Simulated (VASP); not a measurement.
Here is the system:

```
CELL_PARAMETERS angstrom
      2.75950     0.00000     0.00000
     -1.37975     2.38980     0.00000
      0.00000     0.00000    20.47102
ATOMIC_POSITIONS crystal
  N  0.00000 0.00000 0.50000
  W  0.33333 0.66667 0.57050
  W  0.66667 0.33333 0.42950
```

These are PBEsol GGA, VASP's PBE PAW potentials (set 64) (plane waves; VASP) values and carry that method's errors. Numerical set-up: 520 eV cut-off, Gaussian smearing of 0.050 eV, potentials N W_sv.

The cell holds a wide vacuum, so values per volume refer to the whole cell. Unless said otherwise, spin-orbit coupling is left out, though it shifts the bands of the heavy elements here.

Task: Predict the band gap (along the path) with the smallest direct gap where there is one.

Result: 
```
Item                                                          Value
-------------------------  ----------------------------------------
band gap (along the path)  none (metal, semimetal or under 0.01 eV)
```

Total energies compare only between runs with the same potentials, cut-off and functional.

The cell is a sheet with vacuum, built from a generated structure.
